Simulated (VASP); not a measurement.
Input:

```xyz
2
Lattice="0.0000 3.4956 2.1687 1.2531 0.0000 2.1687 1.2531 3.4956 0.0000" Properties=species:S:1:pos:R:3 pbc="T T T"
B      1.2531     3.4956     0.0004
N      1.2531     3.4956     2.8914
```

The numbers are results of PBEsol GGA, VASP's PBE PAW potentials (set 64) (plane waves; VASP), not measurements. Settings: 520 eV cut-off, 14×14×14 Γ-centred mesh, tetrahedra with Blöchl corrections, potentials B N.

Without a dispersion term in the relaxation, distances and binding between the weakly bound layers, chains or molecules are unreliable, and so is what depends on them.

Question: What does the run give for the energy per atom (σ→0)?

Answer: 
- energy per atom (σ→0) = -9.142 eV/atom

Total energies compare only between runs with the same potentials, cut-off and functional.

The structure comes from a computed database's BN entry (Fmm2); how it stands against other phases isn't given here. It was relaxed first.
